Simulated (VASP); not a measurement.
# Zn3AsN (Pm-3m) in VASP: a series of runs, part 2 of 2

VASP 6.6.1. Earlier steps stand in the parts before.

**3. Single point, PBE**

This run uses another cell than the first one, of 12.27 Å³/atom, 0.844 times its volume.

The input, INCAR:

```
  ALGO = Fast
  EDIFF = 1E-6
  ENCUT = 520
  GGA = PE
  ISIF = 2
  ISMEAR = 0
  LASPH = True
  LCHARG = True
  LELF = True
  LREAL = False
  LVHAR = True
  LWAVE = False
  NBANDS = 31
  NELM = 100
  PREC = Accurate
  SIGMA = 0.1
```

The input, KPOINTS:

```
k-points
0
Gamma
  4 4 4
```

The input, POSCAR:

```
Zn3AsN
1.0
    3.9437193550      0.0000000000      0.0000000000
    0.0000000000      3.9437193550      0.0000000000
    0.0000000000      0.0000000000      3.9437193550
Zn As N
3 1 1
Direct
    0.0000000000      0.5000000000      0.5000000000
    0.5000000000      0.0000000000      0.5000000000
    0.5000000000      0.5000000000      0.0000000000
    0.0000000000      0.0000000000      0.0000000000
    0.5000000000      0.5000000000      0.5000000000
```

Potentials or basis: VASP PAW PBE potentials, release 64 (Zn, As, N).

Launch:

```
$ cat potpaw_PBE.64/Zn/POTCAR potpaw_PBE.64/As/POTCAR potpaw_PBE.64/N/POTCAR > POTCAR
$ mpirun -np 1 vasp_std > vasp.out
```

OUTCAR:

```text
EDIFF = 1E-6
   ENCUT = 520
   GGA = PE
   ISIF = 2
   ISMEAR = 0
   LASPH = True
   LREAL = False
   NELM = 100
   PREC = Accurate

 ion  position               nearest neighbor table
   1  0.000  0.500  0.500-   5 1.97   5 1.97   4 2.79   2 2.79   3 2.79   4 2.79   2 2.79   4 2.79
                             4 2.79   2 2.79   3 2.79   3 2.79   3 2.79   2 2.79
   2  0.500  0.000  0.500-   5 1.97   5 1.97   4 2.79   1 2.79   3 2.79   4 2.79   1 2.79   3 2.79
                             3 2.79   3 2.79   1 2.79   4 2.79   4 2.79   1 2.79
   3  0.500  0.500  0.000-   5 1.97   5 1.97   4 2.79   1 2.79   1 2.79   2 2.79   2 2.79   2 2.79
                             4 2.79   2 2.79   1 2.79   4 2.79   1 2.79   4 2.79
   4  0.000  0.000  0.000-   1 2.79   2 2.79   3 2.79   1 2.79   2 2.79   1 2.79   3 2.79   1 2.79
                             2 2.79   3 2.79   2 2.79   3 2.79
   5  0.500  0.500  0.500-   1 1.97   2 1.97   3 1.97   3 1.97   2 1.97   1 1.97

  LATTYP: Found a simple cubic cell.
 ALAT       =     3.9437193550

  Lattice vectors:

 A1 = (   3.9437193550,   0.0000000000,   0.0000000000)
 A2 = (   0.0000000000,   3.9437193550,   0.0000000000)
 A3 = (   0.0000000000,   0.0000000000,   3.9437193550)

Analysis of symmetry for initial positions (statically):
=====================================================================
 Subroutine PRICEL returns:
 Original cell was already a primitive cell.

 Routine SETGRP: Setting up the symmetry group for a
 simple cubic supercell.

 Subroutine GETGRP returns: Found 48 space group operations
 (whereof 48 operations were pure point group operations)
 out of a pool of 48 trial point group operations.

The static configuration has the point symmetry O_h .

Analysis of symmetry for dynamics (positions and initial velocities):
=====================================================================
 Subroutine PRICEL returns:
 Original cell was already a primitive cell.

 Routine SETGRP: Setting up the symmetry group for a
 simple cubic supercell.

 Subroutine GETGRP returns: Found 48 space group operations
 (whereof 48 operations were pure point group operations)
[... 117 lines left out ...]
   LORBIT       =      0    0 simple, 1 ext, 2 COOP (PROOUT), +10 PAW based schemes
   GGA     = PE    functional components
   LHFCALC =     F    Hartree Fock is set to
   AEXX    =    0.0000 exact exchange contribution
   IVDW    =     0    specifies the selected vdW correction
   LEPSILON=     F    determine dielectric tensor
   LRPA    =     F    only Hartree local field effects (RPA)
 non-spin polarized calculation
 RMM-DIIS sequential band-by-band and
 Gauss-broadening in eV      SIGMA  =   0.10
  energy-cutoff  :      520.00
  volume of cell :       61.34
 maximum number of plane-waves:      1671
 NGX is ok and might be reduce to    30
   NGX = 15   NGY = 15   NGZ = 15

 number of electron      46.0000020 magnetization

 Free energy of the ion-electron system (eV)
  ---------------------------------------------------
  ext. energy  EPLUGINS =         0.00000000
  ---------------------------------------------------
  free energy    TOTEN  =       -14.35928470 eV

  energy without entropy =      -14.35928470  energy(sigma->0) =      -14.35928470

 E-fermi :   5.4948     XC(G=0): -12.1462

 val. band max:        5.0693490542   @ k =   0.5000   0.2500   0.0000
 cond. band min:       5.9008628965   @ k =   0.5000   0.5000   0.0000
 fundamental gap:      0.8315138423
 Fermi energy:         5.4948416687

 k-point     1 :       0.0000    0.0000    0.0000
  band No.  band energies     occupation
      1     -11.8210      2.00000
      2      -6.6107      2.00000
      3      -2.5970      2.00000
      4      -2.5970      2.00000
      5      -2.5970      2.00000
      6      -2.4748      2.00000
[... 329 lines left out ...]
     30      14.7439      0.00000
     31      18.5189      0.00000

------------------------ aborting loop because EDIFF is reached ----------------------------------------

  FORCE on cell =-STRESS in cart. coord.  units (eV):
  Direction    XX          YY          ZZ          XY          YZ          ZX
  --------------------------------------------------------------------------------------
  -------------------------------------------------------------------------------------
  Total        9.9707136      9.9707136      9.9707136     -0.0000000     -0.0000000     -0.0000000
  in kB      260.4466764    260.4466764    260.4466764     -0.0000000     -0.0000000     -0.0000000
  external PRESSURE =     260.4466764 kB  Pullay stress =       0.0000000 kB

 VOLUME and BASIS-vectors are now :
 -----------------------------------------------------------------------------
  energy-cutoff  :      520.00
  volume of cell :       61.34
      direct lattice vectors                 reciprocal lattice vectors
     3.943719355  0.000000000  0.000000000     0.253567739  0.000000000  0.000000000
     0.000000000  3.943719355  0.000000000     0.000000000  0.253567739  0.000000000
     0.000000000  0.000000000  3.943719355     0.000000000  0.000000000  0.253567739

 POSITION                                       TOTAL-FORCE (eV/Angst)
 -----------------------------------------------------------------------------------
      0.00000      1.97186      1.97186         0.000000      0.000000      0.000000
      1.97186      0.00000      1.97186         0.000000      0.000000      0.000000
      1.97186      1.97186      0.00000         0.000000      0.000000      0.000000
      0.00000      0.00000      0.00000         0.000000      0.000000      0.000000
      1.97186      1.97186      1.97186         0.000000      0.000000      0.000000
 -----------------------------------------------------------------------------------
    total drift:                                0.000000      0.000000     -0.000000

  FREE ENERGIE OF THE ION-ELECTRON SYSTEM (eV)
  ---------------------------------------------------
  free  energy   TOTEN  =       -14.3592846977 eV

  energy  without entropy=      -14.3592846973  energy(sigma->0) =      -14.35928470
```

Run time: 20 s. Hardware: 1 thread of Intel Xeon Platinum 8488C (Sapphire Rapids), shared host; peak memory 0.16 GiB.

Results:

| Quantity | Value |
| --- | --- |
| Free energy | -14.3593 eV |
| Pressure | 26.0 GPa |
| Band gap on the k mesh | 0.83 eV, indirect (least direct gap 0.89 eV) |

Levels at points of the mesh, in eV from the valence-band top:
| k point | band 19 | band 20 | band 21 | band 22 | band 23 | band 24 | band 25 | band 26 | band 27 | band 28 |
| --- | --- | --- | --- | --- | --- | --- | --- | --- | --- | --- |
| (0.00, 0.00, 0.00) | -5.59 | -5.16 | -0.39 | -0.39 | -0.39 | 0.89 | 0.89 | 1.45 | 8.24 | 8.24 |
| (0.50, 0.00, 0.00) | -4.05 | -3.82 | -3.40 | -0.54 | -0.54 | 2.64 | 3.04 | 4.66 | 5.42 | 5.42 |
| (0.50, 0.50, 0.00) | -5.69 | -3.23 | -0.09 | -0.09 | -0.06 | 0.83 | 1.94 | 4.02 | 4.02 | 7.90 |
| (0.50, 0.50, 0.50) | -4.56 | -4.56 | -3.94 | -3.94 | -3.94 | 4.75 | 4.75 | 4.75 | 7.69 | 9.67 |

Caveat: so large a pressure means that the cell lies far from this level's equilibrium, or that cutoff or potentials fall short.
